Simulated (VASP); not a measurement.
A run of VASP 6.6.1 is set up as follows.

INCAR

```
PREC = Accurate ; ENCUT = 520
EDIFF = 1E-7 ; ISMEAR = -1
SIGMA = 0.05 ; LREAL = F
LASPH = T ; NELM = 80
ALGO = Normal ; ISIF = 2
LWAVE = F ; LCHARG = F
GGA = PE ; NBANDS = 40
```

Contents of KPOINTS:

```
regular mesh
0
Gamma
  8 8 3
```

File POSCAR:

```
Zr3AlN4
1.0
    3.2149150000      0.0000000000      0.0000000000
    0.0000000000      3.2149150000      0.0000000000
    0.0000000000      0.0000000000      8.9764450000
Zr Al N
3 1 4
Direct
    0.5000000000      0.5000000000      0.2486500000
    0.0000000000      0.0000000000      0.5000000000
    0.5000000000      0.5000000000      0.7513500000
    0.0000000000      0.0000000000      0.0000000000
    0.5000000000      0.5000000000      0.5000000000
    0.0000000000      0.0000000000      0.7748660000
    0.5000000000      0.5000000000      0.0000000000
    0.0000000000      0.0000000000      0.2251340000
```

Potentials or basis: VASP PAW PBE potentials, release 64 (Zr_sv, Al, N).

Run with:

```console
$ cat potpaw_PBE.64/Zr_sv/POTCAR potpaw_PBE.64/Al/POTCAR potpaw_PBE.64/N/POTCAR > POTCAR
$ mpirun -np 1 vasp_std > vasp.out
```

Problem. Predict the pressure.

Solution. -2.8 GPa.

Problem. What does it give for the band gap on the k mesh?

Solution. None (metal or under the smearing width).

Forces in eV/Å, atoms in the order of the input:
```
Zr   0.000  0.000 -0.104
Zr   0.000  0.000  0.000
Zr   0.000  0.000  0.104
Al   0.000  0.000  0.000
N    0.000  0.000  0.000
N    0.000  0.000 -0.109
N    0.000  0.000  0.000
N    0.000  0.000  0.109
```
